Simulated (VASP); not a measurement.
# H2SO3 in VASP: further runs, part 2 of 2

VASP 6.6.1. Earlier steps stand in the parts before.

## (3) Single point, r2SCAN+D3(BJ)

POSCAR

```
H2SO3
1.0
    8.1472720000      0.0000000000      0.0000000000
    0.0000000000      8.1472720000      0.0000000000
    0.0000000000      0.0000000000      8.1472720000
O H S
12 8 4
Direct
    0.8069940466      0.2283340976      0.8297255818
    0.5392970801      0.3499944521      0.1638708024
    0.9468199908      0.4809094382      0.6927963127
    0.3091341494      0.5814461577      0.9774560123
    0.2955590534      0.2047802013      0.4174648889
    0.4621055980     -0.0202889998      0.2949576251
    0.0978364292      0.8117195547      0.7937871720
    0.3424336391      0.7289924775      0.6423008830
    0.9063524576      0.6524146978      0.2865621769
    0.7669070089      0.7080406791      0.0146920343
    0.6556673203      0.3155289280      0.5105389878
    0.5055434506      0.3799676751      0.7572718819
    0.8736175741      0.3221446393      0.7966838471
    0.8712977792      0.1313691258      0.8079023261
    0.6067920649      0.3715476788      0.2588842007
    0.6108793226      0.3087045578      0.0784188867
    0.9775910268      0.5873131522      0.7253225374
    0.8662163237      0.4921156431      0.6012441956
    0.3826925135      0.5898416059      1.0671792963
    0.3580953232      0.4982281186      0.9125017552
    0.3418935811      0.1071892530      0.2767429392
    0.2758592078      0.8151194658      0.7805557492
    0.8882482382      0.7499074537      0.1385248952
    0.5728543247      0.2539868560      0.6573611388
```

INCAR.step1

```
PREC = Accurate
ENCUT = 520
ISMEAR = -1
SIGMA = 0.05
LREAL = Auto
LASPH = T
NELM = 100
NBANDS = 70
GGA = PE
ALGO = Normal
EDIFF = 1E-4
LWAVE = T
LCHARG = F
```

INCAR.step2

```
PREC = Accurate
ENCUT = 520
EDIFF = 1E-6
ISMEAR = -1
SIGMA = 0.05
LREAL = Auto
LASPH = T
NELM = 100
ALGO = Normal
ISIF = 2
LWAVE = F
LCHARG = F
METAGGA = R2SCAN
LMIXTAU = T
IVDW = 12
VDW_S6 = 1.0
VDW_S8 = 0.78981345
VDW_A1 = 0.49484001
VDW_A2 = 5.73083694
NBANDS = 70
ISTART = 1
```

KPOINTS

```
Automatic mesh
0
Gamma
  1 1 1
```

Potentials or basis: VASP PAW PBE potentials, release 64 (O, H, S).

Started as:

```console
$ cat potpaw_PBE.64/O/POTCAR potpaw_PBE.64/H/POTCAR potpaw_PBE.64/S/POTCAR > POTCAR
$ cp INCAR.step1 INCAR
$ mpirun -np 1 vasp_gam > vasp.out
$ cp INCAR.step2 INCAR
$ mpirun -np 1 vasp_gam > vasp.out
```

OUTCAR:

```text
PREC = Accurate
   ENCUT = 520
   EDIFF = 1E-6
   ISMEAR = -1
   LREAL = Auto
   LASPH = T
   NELM = 100
   ISIF = 2
   METAGGA = R2SCAN
   IVDW = 12
   ISTART = 1
 IVDW          = 12

 ion  position               nearest neighbor table
   1  0.807  0.228  0.830-  14 0.96  13 0.98  24 2.38
   2  0.539  0.350  0.164-  15 0.97  16 0.97
   3  0.947  0.481  0.693-  17 0.94  18 1.00
   4  0.309  0.581  0.977-  19 0.95  20 0.95
   5  0.296  0.205  0.417-  21 1.45
   6  0.462  0.980  0.295-  21 1.44
   7  0.098  0.812  0.794-  22 1.45
   8  0.342  0.729  0.642-  22 1.43
   9  0.906  0.652  0.287-  23 1.45
  10  0.767  0.708  0.015-  23 1.45
[... 8 lines left out ...]
  19  0.383  0.590  0.067-   4 0.95
  20  0.358  0.498  0.913-   4 0.95
  21  0.342  0.107  0.277-   6 1.44   5 1.45
  22  0.276  0.815  0.781-   8 1.43   7 1.45
  23  0.888  0.750  0.139-   9 1.45  10 1.45
  24  0.573  0.254  0.657-  12 1.42  11 1.46   1 2.38

  LATTYP: Found a simple cubic cell.
 ALAT       =     8.1472720000

[... 204 lines left out ...]
 cond. band min:      -1.2954912197   @ k =   0.0000   0.0000   0.0000
 fundamental gap:      3.2193030240
 Fermi energy:        -3.2278498441

 k-point     1 :       0.0000    0.0000    0.0000
  band No.  band energies     occupation
      1     -26.9812      2.00000
      2     -26.9057      2.00000
      3     -26.8430      2.00000
      4     -26.7250      2.00000
      5     -24.6496      2.00000
      6     -24.4545      2.00000
[... 56 lines left out ...]
     63       3.9770      0.00000
     64       4.2003      0.00000
 [bands above 64 left out]

------------------------ aborting loop because EDIFF is reached ----------------------------------------

 Edisp (eV)   -0.48431

 E8    (eV) :    -0.0939

  FORCE on cell =-STRESS in cart. coord.  units (eV):
  Direction    XX          YY          ZZ          XY          YZ          ZX
  --------------------------------------------------------------------------------------
  -------------------------------------------------------------------------------------
  Total      -2.63188    -0.34276    -4.19029    -0.16095     1.83681    -1.19617
  in kB      -7.79721    -1.01547   -12.41418    -0.47683     5.44174    -3.54377
  external pressure =       -7.08 kB  Pullay stress =        0.00 kB

 VOLUME and BASIS-vectors are now :
 -----------------------------------------------------------------------------
  energy-cutoff  :      520.00
  volume of cell :      540.80
      direct lattice vectors                 reciprocal lattice vectors
     8.147272000  0.000000000  0.000000000     0.122740471  0.000000000  0.000000000
     0.000000000  8.147272000  0.000000000     0.000000000  0.122740471  0.000000000
     0.000000000  0.000000000  8.147272000     0.000000000  0.000000000  0.122740471

 POSITION                                       TOTAL-FORCE (eV/Angst)
 -----------------------------------------------------------------------------------
      6.57480      1.86030      6.76000        -0.457311     -0.758929      0.543797
      4.39380      2.85150      1.33510        -0.235463     -0.070695     -0.245565
      7.71400      3.91810      5.64440        -1.348459     -1.375470     -1.433062
      2.51860      4.73720      7.96360        -1.126143      0.758524     -0.118028
      2.40800      1.66840      3.40120         0.282777     -0.487514     -0.194859
      3.76490      7.98197      2.40310         0.050256      0.080361      0.202317
[... 16 lines left out ...]
      7.23680      6.10970      1.12860        -0.348563     -0.392815     -0.008116
      4.66720      2.06930      5.35570         0.850681     -0.000170     -1.569635
 -----------------------------------------------------------------------------------
    total drift:                                0.004104     -0.001178     -0.004778

  FREE ENERGIE OF THE ION-ELECTRON SYSTEM (eV)
  ---------------------------------------------------
  free  energy   TOTEN  =      -155.3459355964 eV

  energy  without entropy=     -155.3459355963  energy(sigma->0) =     -155.34593560
```

OUTCAR.step1:

```text
PREC = Accurate
   ENCUT = 520
   ISMEAR = -1
   LREAL = Auto
   LASPH = T
   NELM = 100
[... 333 lines left out ...]
      2.40800      1.66840      3.40120        -0.036261      0.003230      0.472625
      3.76490      7.98197      2.40310         0.636479     -0.618988      0.244962
[... 16 lines left out ...]
      7.23680      6.10970      1.12860         0.086008      0.228316     -0.103737
      4.66720      2.06930      5.35570         0.812225     -0.888661     -1.409998
 -----------------------------------------------------------------------------------
    total drift:                                0.005160      0.000860     -0.002923

  FREE ENERGIE OF THE ION-ELECTRON SYSTEM (eV)
  ---------------------------------------------------
  free  energy   TOTEN  =      -126.8451878297 eV

  energy  without entropy=     -126.8451878296  energy(sigma->0) =     -126.84518783
```

It took 2.7 min on 1 thread of Intel Xeon 6975P-C (Granite Rapids), shared host; peak memory 0.61 GiB.

Results:

```
Free energy                : -155.3459 eV
Pressure                   : -0.7 GPa
Largest force              : 2.401 eV/Å
Band gap on the k mesh     : 3.22 eV, direct
Dispersion energy per atom : -0.020 eV
```

Forces in eV/Å, atoms in the order of the input:
```
O   -0.457 -0.759  0.544
O   -0.235 -0.071 -0.246
O   -1.348 -1.375 -1.433
O   -1.126  0.759 -0.118
O    0.283 -0.488 -0.195
O    0.050  0.080  0.202
O    0.305  0.128  0.167
O    0.148  0.167  0.089
O   -0.380  0.345 -0.978
O    0.676  0.005  0.992
O   -0.227 -0.504  0.631
O   -0.672  0.588  0.893
H    0.406  0.784 -0.339
H    0.037 -0.119 -0.041
H    0.153 -0.071  0.181
H    0.103  0.100  0.053
H    0.398  1.475  0.380
H    0.986 -0.015  0.972
H    0.657  0.130  0.973
H    0.486 -0.857 -0.903
S   -0.258  0.461 -0.025
S   -0.484 -0.367 -0.223
S   -0.349 -0.393 -0.008
S    0.851  0.000 -1.570
```

Caveat: the PAW data sets were made with another functional, which shifts forces and pressure a little. r2SCAN opens gaps a little over a GGA but as a rule still falls short of measured ones.
